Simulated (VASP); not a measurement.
Data:

```
CELL_PARAMETERS angstrom
      4.04165     0.00000     0.00000
     -2.02082     3.50017     0.00000
      0.00000     0.00000     5.26116
ATOMIC_POSITIONS crystal
  Ba 0.00000 0.00000 0.00000
  Si 0.66667 0.33333 0.56343
  Si 0.33333 0.66667 0.43657
```

Method: PBEsol GGA with spin-orbit coupling, VASP's PBE PAW potentials (set 64) (plane waves; VASP 6.6.1). Numerical set-up: 400 eV cut-off, 8×8×5 Γ-centred mesh, Gaussian smearing of 0.050 eV, potentials Ba_sv Si.

Question: Predict the energy per atom (σ→0), band gap (over mesh and band path) with the smallest direct gap where there is one.

Answer: 
- band gap (over mesh and band path): none (metal, semimetal or under 0.01 eV)
- energy per atom (σ→0): -5020 meV/atom

Only differences to runs with the same potentials and settings are physical.

The structure comes from a computed database's BaSi2 entry (P-3m1); how it stands against other phases isn't given here. It was relaxed first.
